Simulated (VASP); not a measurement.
Method: rev-vdW-DF2, VASP's PBE PAW potentials (set 64) (plane waves; VASP).

Input for VASP

KPOINTS:
```
Automatic mesh
0
G
 7 7 10
0 0 0
```

### INCAR
```
SYSTEM = CrO2
PREC = Accurate
ENCUT = 520
EDIFF = 1E-7
NELM = 100
ALGO = Normal
LREAL = .FALSE.
LASPH = .TRUE.
ISMEAR = 1
SIGMA = 0.1
GGA = MK
PARAM1 = 0.1234568
PARAM2 = 0.7114
ZAB_VDW = -1.8867
LUSE_VDW = .TRUE.
AGGAC = 0.0
LMAXMIX = 4
ISPIN = 2
MAGMOM = 2.1 2.1 -0.1 -0.1 -0.1 -0.1
LORBIT = 10
LWAVE = .FALSE.
LCHARG = .FALSE.
ISIF = 4
IBRION = 2
NSW = 30
EDIFFG = -0.01
```

### POSCAR
```
CrO2
1
    4.3254310738     0.0000000000     0.0000000000
    0.0000000000     4.3254310738     0.0000000000
    0.0000000000     0.0000000000     2.8528221710
Cr O
2 4
Direct
  0.0000000000   0.0000000000   0.0000000000
  0.5000000000   0.5000000000   0.5000000000
  0.3030912935   0.3030912935   0.0000000000
  0.8030912935   0.1969087065   0.5000000000
  0.1969087065   0.8030912935   0.5000000000
  0.6969087065   0.6969087065   0.0000000000
```

POTCAR, in this order: Cr_pv O (PBE.64 set). Program: vasp_std.

The run wrote:

**OSZICAR**
```
       N       E                     dE             d eps       ncg     rms          rms(c)
DAV:   1     0.633163922957E+03    0.63316E+03   -0.26708E+04  7200   0.181E+03
DAV:   2     0.176905069297E+02   -0.61547E+03   -0.57727E+03  7796   0.534E+02
DAV:   3    -0.535017770383E+02   -0.71192E+02   -0.69634E+02  8684   0.177E+02
DAV:   4    -0.554130538951E+02   -0.19113E+01   -0.18605E+01  8384   0.286E+01
DAV:   5    -0.554569052151E+02   -0.43851E-01   -0.43527E-01  9044   0.432E+00    0.462E+01
DAV:   6    -0.462347913394E+02    0.92221E+01   -0.14522E+02  8262   0.103E+02    0.332E+01
DAV:   7    -0.421058316845E+02    0.41290E+01   -0.88393E+01  8622   0.965E+01    0.204E+01
DAV:   8    -0.401753171575E+02    0.19305E+01   -0.62261E+00  7964   0.238E+01    0.698E+00
DAV:   9    -0.399195640928E+02    0.25575E+00   -0.17318E+00  9560   0.118E+01    0.215E+00
DAV:  10    -0.399209623949E+02   -0.13983E-02   -0.17235E-01  7968   0.397E+00    0.119E+00
DAV:  11    -0.399216279457E+02   -0.66555E-03   -0.14731E-02  9570   0.102E+00    0.507E-01
DAV:  12    -0.399211622880E+02    0.46566E-03   -0.26645E-03  9500   0.516E-01    0.232E-01
DAV:  13    -0.399210944367E+02    0.67851E-04   -0.55565E-04  8938   0.247E-01    0.873E-02
DAV:  14    -0.399210722381E+02    0.22199E-04   -0.91689E-05  8872   0.669E-02    0.374E-02
DAV:  15    -0.399210671367E+02    0.51014E-05   -0.15991E-05  9608   0.357E-02    0.141E-02
DAV:  16    -0.399210687152E+02   -0.15785E-05   -0.17386E-06  8788   0.951E-03    0.562E-03
DAV:  17    -0.399210684782E+02    0.23693E-06   -0.59421E-07  7992   0.708E-03    0.215E-03
DAV:  18    -0.399210681147E+02    0.36355E-06   -0.46328E-08  4332   0.203E-03    0.120E-03
DAV:  19    -0.399210683133E+02   -0.19859E-06   -0.17093E-08  4230   0.124E-03    0.431E-04
DAV:  20    -0.399210682309E+02    0.82429E-07   -0.77750E-09  4164   0.771E-04
   1 F= -.39921068E+02 E0= -.39920675E+02  d E =-.399211E+02  mag=     4.0000
       N       E                     dE             d eps       ncg     rms          rms(c)
DAV:   1    -0.399324775997E+02   -0.11409E-01   -0.32283E+00  7200   0.124E+01    0.109E+00
DAV:   2    -0.399296001666E+02    0.28774E-02   -0.97281E-02  8716   0.248E+00    0.783E-01
DAV:   3    -0.399261010107E+02    0.34992E-02   -0.10033E-02  9226   0.983E-01    0.474E-01
DAV:   4    -0.399250128675E+02    0.10881E-02   -0.55334E-03  9592   0.673E-01    0.303E-01
DAV:   5    -0.399249540880E+02    0.58780E-04   -0.83852E-04  8572   0.288E-01    0.169E-01
DAV:   6    -0.399249191740E+02    0.34914E-04   -0.10918E-04 10098   0.958E-02    0.113E-01
DAV:   7    -0.399249176162E+02    0.15578E-05   -0.36242E-05 10006   0.499E-02    0.306E-02
DAV:   8    -0.399249183701E+02   -0.75392E-06   -0.21738E-06  9086   0.116E-02    0.150E-02
DAV:   9    -0.399249187517E+02   -0.38158E-06   -0.11148E-06  8860   0.805E-03    0.476E-03
DAV:  10    -0.399249185738E+02    0.17787E-06   -0.18778E-07  5688   0.327E-03    0.166E-03
DAV:  11    -0.399249186278E+02   -0.53980E-07   -0.14163E-08  3978   0.972E-04
   2 F= -.39924919E+02 E0= -.39924626E+02  d E =-.385040E-02  mag=     4.0000
       N       E                     dE             d eps       ncg     rms          rms(c)
DAV:   1    -0.399262483115E+02   -0.13297E-02   -0.26663E-01  7212   0.357E+00    0.311E-01
DAV:   2    -0.399260136305E+02    0.23468E-03   -0.80395E-03  8650   0.720E-01    0.224E-01
DAV:   3    -0.399257532073E+02    0.26042E-03   -0.84868E-04  9314   0.293E-01    0.136E-01
DAV:   4    -0.399256605166E+02    0.92691E-04   -0.48313E-04  9522   0.202E-01    0.874E-02
DAV:   5    -0.399256547689E+02    0.57477E-05   -0.67771E-05  8602   0.806E-02    0.481E-02
DAV:   6    -0.399256530143E+02    0.17546E-05   -0.75337E-06 10098   0.235E-02    0.314E-02
DAV:   7    -0.399256517525E+02    0.12618E-05   -0.24934E-06 10040   0.126E-02    0.880E-03
DAV:   8    -0.399256514410E+02    0.31149E-06   -0.14570E-07  5286   0.320E-03    0.417E-03
DAV:   9    -0.399256513274E+02    0.11363E-06   -0.92209E-08  4664   0.228E-03    0.121E-03
DAV:  10    -0.399256513675E+02   -0.40122E-07   -0.19783E-08  3786   0.115E-03
   3 F= -.39925651E+02 E0= -.39925312E+02  d E =-.458314E-02  mag=     4.0000
       N       E                     dE             d eps       ncg     rms          rms(c)
DAV:   1    -0.399256515892E+02   -0.26185E-06   -0.65693E-04  7224   0.177E-01    0.155E-02
DAV:   2    -0.399256517652E+02   -0.17592E-06   -0.19893E-05  8670   0.358E-02    0.111E-02
DAV:   3    -0.399256502389E+02    0.15263E-05   -0.20809E-06  9336   0.145E-02    0.677E-03
DAV:   4    -0.399256497300E+02    0.50887E-06   -0.11804E-06  9390   0.992E-03    0.430E-03
DAV:   5    -0.399256497730E+02   -0.43010E-07   -0.14961E-07  4538   0.404E-03
   4 F= -.39925650E+02 E0= -.39925313E+02  d E =-.458154E-02  mag=     4.0000
       N       E                     dE             d eps       ncg     rms          rms(c)
DAV:   1    -0.399258107673E+02   -0.16104E-03   -0.11959E-02  7200   0.832E-01    0.966E-02
DAV:   2    -0.399257378601E+02    0.72907E-04   -0.25322E-04  8542   0.145E-01    0.710E-02
DAV:   3    -0.399257141665E+02    0.23694E-04   -0.89303E-05 10356   0.882E-02    0.504E-02
DAV:   4    -0.399257049308E+02    0.92357E-05   -0.36137E-05 10308   0.519E-02    0.368E-02
DAV:   5    -0.399257045711E+02    0.35971E-06   -0.42299E-06  9298   0.213E-02    0.233E-02
DAV:   6    -0.399257036687E+02    0.90237E-06   -0.16431E-06  9664   0.129E-02    0.196E-02
DAV:   7    -0.399257037614E+02   -0.92658E-07   -0.82535E-07  9074   0.768E-03
   5 F= -.39925704E+02 E0= -.39925368E+02  d E =-.539883E-04  mag=     4.0000
```

OUTCAR:
```
------------------------ aborting loop because EDIFF is reached ----------------------------------------
  FORCE on cell =-STRESS in cart. coord.  units (eV):
  Direction    XX          YY          ZZ          XY          YZ          ZX
  --------------------------------------------------------------------------------------
  Total        5.9049511      5.9049511      5.9217246     -0.0000000      0.0000000      0.0000000
  in kB      177.2529174    177.2529174    177.7564193     -0.0000000      0.0000000      0.0000000
  external PRESSURE =     177.4207514 kB  Pullay stress =       0.0000000 kB
  volume of cell :       53.37
      direct lattice vectors                 reciprocal lattice vectors
     4.316260494  0.000000000  0.000000000     0.231682032  0.000000000  0.000000000
    -0.000000000  4.316260494  0.000000000    -0.000000000  0.231682032  0.000000000
     0.000000000  0.000000000  2.864957596     0.000000000  0.000000000  0.349045306
 POSITION                                       TOTAL-FORCE (eV/Angst)
 -----------------------------------------------------------------------------------
      0.00000      0.00000      2.86496        -0.000000      0.000000      0.000000
      2.15813      2.15813      1.43248        -0.000000      0.000000      0.000000
      1.30353      1.30353      0.00000         0.005296      0.005296      0.000000
      3.46166      0.85460      1.43248         0.005296     -0.005296     -0.000000
      0.85460      3.46166      1.43248        -0.005296      0.005296      0.000000
      3.01273      3.01273      2.86496        -0.005296     -0.005296     -0.000000
 -----------------------------------------------------------------------------------
    total drift:                                0.000000     -0.000000     -0.000000
  FREE ENERGIE OF THE ION-ELECTRON SYSTEM (eV)
  ---------------------------------------------------
  free  energy   TOTEN  =       -39.9257037614 eV

  energy  without entropy=      -39.9246973993  energy(sigma->0) =      -39.92536831

 total charge

# of ion       s       p       d       tot
------------------------------------------
    1        0.377   6.530   4.132  11.039
    2        0.377   6.530   4.132  11.039
    3        1.569   3.499   0.000   5.068
    4        1.569   3.499   0.000   5.068
    5        1.569   3.499   0.000   5.068
    6        1.569   3.499   0.000   5.068
--------------------------------------------------
tot          7.032  27.055   8.264  42.351

 magnetization (x)

# of ion       s       p       d       tot
------------------------------------------
    1        0.018   0.033   1.971   2.021
    2        0.018   0.033   1.971   2.021
    3       -0.002  -0.040   0.000  -0.042
    4       -0.002  -0.040   0.000  -0.042
    5       -0.002  -0.040   0.000  -0.042
    6       -0.002  -0.040   0.000  -0.042
--------------------------------------------------
tot          0.026  -0.095   3.941   3.872

 reached required accuracy - stopping structural energy minimisation
```
(Selected blocks of OUTCAR.)

**CONTCAR**
```
CrO2
   1.00000000000000
     4.3162604937602094    0.0000000000000000    0.0000000000000000
    -0.0000000000000000    4.3162604937602094    0.0000000000000000
     0.0000000000000000    0.0000000000000000    2.8649575955378941
  Cr              O
     2     4
Direct
     0.0000000000000000    0.0000000000000000    1.0000000000000000
     0.5000000000000000    0.5000000000000000    0.5000000000000000
     0.3020044961697290    0.3020044961697290    0.0000000000000000
     0.8020044961697290    0.1979955038302710    0.5000000000000000
     0.1979955038302710    0.8020044961697290    0.5000000000000000
     0.6979955038302710    0.6979955038302710    1.0000000000000000
```

OUTCAR:
```
 val. band max:        6.4651014976   @ k =   0.2857   0.1429   0.1000

 cond. band min:       6.4661448881   @ k =   0.2857   0.1429   0.2000


 Fermi energy:         6.4655876733

 spin component 1

 k-point     1 :       0.0000    0.0000    0.0000
  band No.  band energies     occupation
      1     -38.4338      1.00000
      2     -38.4338      1.00000
      3     -38.2811      1.00000
      4     -38.2811      1.00000
      5     -38.2100      1.00000
      6     -38.1901      1.00000
      7     -13.8573      1.00000
      8     -11.9533      1.00000
      9     -11.3842      1.00000
     10     -11.3842      1.00000
     11      -1.7059      1.00000
     12      -1.0897      1.00000
     13      -0.7204      1.00000
     14       0.6474      1.00000
     15       0.6474      1.00000
     16       2.2405      1.00000
     17       2.2405      1.00000
     18       2.6404      1.00000
     19       4.5706      1.00000
     20       4.7950      1.00000
     21       5.0217      1.00000
     22       5.0217      1.00000
     23       5.1315      1.00000
     24       5.2829      1.00000
     25       5.2829      1.00000
     26       5.3083      1.00000
     27       5.6319      1.00000
     28       7.8045     -0.00000
     29       7.8495     -0.00000
     30      10.4605      0.00000

 k-point     2 :       0.1429    0.0000    0.0000
  band No.  band energies     occupation
      1     -38.4325      1.00000
      2     -38.4324      1.00000
      3     -38.2827      1.00000
      4     -38.2826      1.00000
      5     -38.2090      1.00000
      6     -38.1911      1.00000
      7     -13.7667      1.00000
      8     -11.9954      1.00000
      9     -11.4704      1.00000
     10     -11.4043      1.00000
     11      -1.5343      1.00000
     12      -0.9987      1.00000
     13      -0.5572      1.00000
     14       0.6603      1.00000
     15       0.6732      1.00000
     16       2.0193      1.00000
...
```

The compound is CrO2 in the rutile structure. This cell is one point of a volume scan, at 0.94 of the reference volume. Symmetry was kept, so distortions that lower it aren't found.
